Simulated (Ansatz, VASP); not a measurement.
## AlBN in VASP and in Ansatz

```
Al B N
1.0
     4.33506    0.00000    0.00000
     0.00000    4.33506    0.00000
     0.00000    0.00000    2.66235
Al B N
1 1 1
Direct
  0.00000 0.00000 0.00000
  0.50000 0.50000 0.00000
  0.50000 0.50000 0.50000
```

Alike in both runs: functional PBE; k mesh 10 × 10 × 18; occupations gaussian, width 0.1 eV; no spin polarisation.

Ansatz relaxed the structure, and its values are those at the end. VASP's run is a single point on that final structure, the one shown.

|  | VASP | Ansatz |
| --- | --- | --- |
| version | VASP 6.6.1 | Ansatz 0.2.0 |
| potentials or method | VASP PAW PBE potentials, release 64 (Al, B, N) | scalar-relativistic, plane waves, PAW |
| plane-wave cutoff (eV) | 520 | 420 |
| valence electrons in the cell | 11 | 11 |

|  | VASP | Ansatz | Ansatz less VASP |
| --- | --- | --- | --- |
| gap on the k mesh at the Fermi level (eV) | none | none | - |
| pressure (GPa) | -0.2 | 0.0 | +0.21 |

A gap of «none» marks a metal or a gap that the smearing closes.
